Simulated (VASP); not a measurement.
Method: r2SCAN meta-GGA, VASP's PBE PAW potentials (set 64) (plane waves; VASP).

A VASP calculation is set up with these files.

POSCAR:
```
Te2Mo
1.0
  3.5603123156   0.0000000000   0.0000000000
 -1.7801561578   3.0833212867   0.0000000000
  0.0000000000   0.0000000000  17.4900464686
Te Mo
2 1
Cartesian
 -0.0000017802   2.0555485522  15.6997466694
 -0.0000017802   2.0555485522   1.7902997992
  0.0000000000   0.0000000000  17.4900464686
```

### KPOINTS
```
Automatic mesh
0
Gamma
8 8 2
0 0 0
```

### KPOINTS_OPT
```
k-points along high-symmetry lines
6
Line-mode
Reciprocal
  0.000000   0.000000   0.000000 ! GAMMA
  0.500000   0.000000   0.000000 ! M

  0.500000   0.000000   0.000000 ! M
  0.333333   0.333333   0.000000 ! K

  0.333333   0.333333   0.000000 ! K
  0.000000   0.000000   0.000000 ! GAMMA

  0.000000   0.000000   0.000000 ! GAMMA
  0.000000   0.000000   0.500000 ! A

  0.000000   0.000000   0.500000 ! A
  0.500000   0.000000   0.500000 ! L

  0.500000   0.000000   0.500000 ! L
  0.333333   0.333333   0.500000 ! H

  0.333333   0.333333   0.500000 ! H
  0.000000   0.000000   0.500000 ! A

  0.500000   0.000000   0.500000 ! L
  0.500000   0.000000   0.000000 ! M

  0.333333   0.333333   0.500000 ! H
  0.333333   0.333333   0.000000 ! K
```

### INCAR
```
SYSTEM = Te2Mo
PREC = Accurate
ENCUT = 400
EDIFF = 1E-7
NELM = 100
ALGO = Normal
LREAL = .FALSE.
LASPH = .TRUE.
ISMEAR = -5
METAGGA = R2SCAN
LMIXTAU = .TRUE.
LMAXMIX = 4
LWAVE = .FALSE.
LCHARG = .FALSE.
LORBIT = 11
NEDOS = 601
ISIF = 2
LEFG = .TRUE.
```

POTCAR, in this order: Te Mo_sv (PBE.64 set). Program: vasp_std.

The cell holds a wide vacuum, so values per volume refer to the whole cell. Unless said otherwise, spin-orbit coupling is left out, though it shifts the bands of the heavy elements here.

Problem. Estimate the energy per atom (σ→0), band gap (over mesh and band path).

Solution. 
* **energy per atom (σ→0)**: -25.923 eV/atom
* **band gap (over mesh and band path)**: 1.13 eV

**OSZICAR**
```
...
DAV:  52    -0.777679717893E+02   -0.12256E-05   -0.40769E-07   714   0.637E-03    0.784E-04
DAV:  53    -0.777679726861E+02   -0.89675E-06   -0.61591E-07   680   0.720E-03    0.674E-04
DAV:  54    -0.777679731778E+02   -0.49176E-06   -0.42943E-07   632   0.605E-03    0.517E-04
DAV:  55    -0.777679732011E+02   -0.23279E-07   -0.10651E-07   526   0.369E-03
   1 F= -.77767973E+02 E0= -.77767973E+02  d E =0.000000E+00
       N       E                     dE             ncg
       N       E                     dE             ncg
       N       E                     dE             ncg
```

The cell is a sheet with vacuum, built from a database entry that may be metastable or hypothetical.
